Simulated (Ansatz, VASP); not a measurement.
## Two plane-wave programs on MoAu6

```
Mo Au
1.0
     6.45193    0.00000    0.00000
     0.00000    6.45193    0.00000
     0.00000    0.00000    6.45193
Mo Au
1 6
Direct
  0.00000 0.00000 0.00000
  0.80262 0.50000 0.50000
  0.19738 0.50000 0.50000
  0.50000 0.50000 0.80262
  0.50000 0.50000 0.19738
  0.50000 0.19738 0.50000
  0.50000 0.80262 0.50000
```

Change from the starting cell: species swapped into the LaB6 type (Pm-3m, No. 221).

Alike in both runs: functional PBE; k mesh 4 × 4 × 4; occupations gaussian, width 0.1 eV; no spin polarisation.

Ansatz relaxed the structure, and its values are those at the end. VASP's run is a single point on that final structure, the one shown.

```csv
,VASP,Ansatz
version,VASP 6.6.1,Ansatz 0.2.0
potentials or method,"VASP PAW PBE potentials, release 64 (Mo_sv, Au)","scalar-relativistic, plane waves, PAW"
plane-wave cutoff (eV),520,420
valence electrons in the cell,80,128
```

Ansatz gave:

| Property | Result |
| --- | --- |
| gap on the k mesh at the Fermi level (eV) | none |
| pressure (GPa) | 0.0 |

Task: Which values does VASP return?

Result: gap on the k mesh at the Fermi level (eV): none; pressure (GPa): -0.1.

A gap of «none» marks a metal or a gap that the smearing closes. The two sets of potentials don't hold the same shells in valence.

The runs have no spin-orbit coupling, so splittings on Au are missing.
